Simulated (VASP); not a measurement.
```
CELL_PARAMETERS angstrom
      2.89756     0.00000     0.00000
      0.00000     2.89756     0.00000
      0.00000     0.00000     2.89756
ATOMIC_POSITIONS crystal
  Ti 0.00000 0.00000 0.00000
  Co 0.50000 0.50000 0.50000
```

The numbers are results of LDA (Ceperley-Alder, Perdew-Zunger), VASP's LDA PAW potentials (set 64) (plane waves; VASP), not measurements. Numerical set-up: 400 eV cut-off, 11×11×11 Γ-centred mesh, first-order Methfessel-Paxton smearing of 0.10 eV, potentials Ti_sv Co.

### Question
Estimate the energy per atom (σ→0), band gap (on the k-mesh) with the smallest direct gap where there is one.

### Answer

```yaml
band gap (on the k-mesh): none (metal, semimetal or under 0.01 eV)
energy per atom (σ→0): -8.794 eV/atom
```

The compound is TiCo in the CsCl type structure. It was relaxed first, which changed the volume by -9 %. The start is the result of an earlier pass. The run is not spin-polarised, so no magnetic state was tried. The electron count is odd and the run is not spin-polarised, which forces a metal.
